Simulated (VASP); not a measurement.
Input:

```
BaHfO3
1.0
    4.11461     0.00000     0.00000
    0.00000     4.11461     0.00000
    0.00000     0.00000     4.11461
Ba Hf O
1 1 3
Direct
  0.00000   0.00000   0.00000
  0.50000   0.50000   0.50000
  0.50000   0.00000   0.50000
  0.00000   0.50000   0.50000
  0.50000   0.50000   0.00000
```

The numbers are results of PW91 GGA, VASP's PBE PAW potentials (set 64) (plane waves; VASP), not measurements. Settings: 520 eV cut-off, 5×5×5 Γ-centred mesh, Gaussian smearing of 0.050 eV, potentials Ba_sv Hf_pv O.

Q: Predict the energy per atom (σ→0), pressure.

A: 
```
Property                       Result
---------------------  --------------
energy per atom (σ→0)  -8.741 eV/atom
pressure                    11.38 GPa
```

The absolute energy has meaning only against runs of the same code, potentials and settings.

The compound is BaHfO3 in the cubic perovskite structure. This cell is one point of a volume scan, at 0.94 of the reference volume.
